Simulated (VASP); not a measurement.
Input for VASP

File POSCAR:
```
NiAl
2.9283980
  1.0000001237   0.0000000000   0.0000000000
  0.0000000000   1.0000001237   0.0000000000
  0.0000000000   0.0000000000   1.0000001237
Al Ni
1 1
Cartesian
  0.5000000618   0.5000000618   0.5000000618
  0.0000000000   0.0000000000   0.0000000000
```

INCAR:
```
SYSTEM  =  NiAl
PREC  =  Accurate; ENCUT  =  520; LREAL  =  .FALSE.
LASPH  =  .TRUE.
EDIFF  =  1E-7; NELM  =  100; ALGO  =  Normal
LMAXMIX  =  4
ISMEAR  =  1; SIGMA  =  0.1
GGA  =  CX; LUSE_VDW  =  .TRUE.; AGGAC  =  0.0
ISIF  =  2
LWAVE  =  .FALSE.; LCHARG  =  .FALSE.
```

KPOINTS:
```
Regular mesh
0
gamma
  13 13 13
```

POTCAR, in this order: Al Ni (PBE.64 set). Program: vasp_std.

Translate this vdW-DF-cx calculation to Quantum ESPRESSO's pw.x.

One equivalent input (not run):
```
&CONTROL
  calculation = 'scf'
  pseudo_dir = './pseudo'
  outdir = './out'
  tprnfor = .true.
  tstress = .true.
/
&SYSTEM
  ibrav = 0
  nat = 2
  ntyp = 2
  ecutwfc = 98
  occupations = 'smearing'
  smearing = 'methfessel-paxton'
  degauss = 0.00735
  input_dft = 'vdw-df-cx'
/
&ELECTRONS
  conv_thr = 7.3e-09
  electron_maxstep = 100
/
ATOMIC_SPECIES
  Al 26.982 Al.upf
  Ni 58.693 Ni.upf
CELL_PARAMETERS angstrom
     2.9283984    0.0000000    0.0000000
     0.0000000    2.9283984    0.0000000
     0.0000000    0.0000000    2.9283984
ATOMIC_POSITIONS crystal
  Al   0.5000000  0.5000000  0.5000000
  Ni   0.0000000  0.0000000  0.0000000
K_POINTS automatic
  13 13 13 0 0 0
```
Limits of the translation: the potentials are each code's own (VASP's PAW set, PseudoDojo norm-conserving files in pw.x), so ENCUT and ecutwfc are chosen apart and not converted; conv_thr bounds pw.x's estimated SCF error, while EDIFF bounds the energy change between steps.

The compound is NiAl in the CsCl type structure. This cell is one point of a volume scan, at 1.06 of the reference volume.
